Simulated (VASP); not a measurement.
YS, 2 atoms in the cell. Symmetry: Fm-3m, No. 225, cubic system. The conventional cell has a = 5.458 Å, b = 5.458 Å, c = 5.458 Å, α = 90.00°, β = 90.00°, γ = 90.00°. Y (site symmetry m-3m) has 6 S at 2.73 Å as nearest neighbours. S (site symmetry m-3m) has 6 Y at 2.73 Å as nearest neighbours. 

| Quantity | Value |
| --- | --- |
| Program | VASP 6.6.1 |
| Task | relaxation of cell and atoms |
| Functional | PBEsol |
| Potentials or basis | VASP PAW PBE potentials, release 64 (Y_sv, S) |
| Cutoff | 520 eV |
| k mesh | 6 × 6 × 6 |
| Occupations | gaussian, width 0.02 eV |
| Spin | no spin polarisation |
| Further INCAR settings | ALGO = Normal; EDIFF = 1e-07; IBRION = 2; EDIFFG = -0.002; NSW = 80; ISIF = 3 |

Potentials or basis: VASP PAW PBE potentials, release 64 (Y_sv, S).

The run is started by

```sh
$ cat potpaw_PBE.64/Y_sv/POTCAR potpaw_PBE.64/S/POTCAR > POTCAR
$ mpirun -np 1 vasp_std > vasp.out
```

Hardware: 1 thread of Intel(R) Xeon(R) Platinum 8488C (Sapphire Rapids), on a shared host.

**Question.** How long does it take, and how much memory?

**Answer.** Run time: 14 s on 1 thread of Intel(R) Xeon(R) Platinum 8488C (Sapphire Rapids) (shared host), peak memory 0.18 GiB. Counts: scf iterations 13, k points 16, ion steps 1.
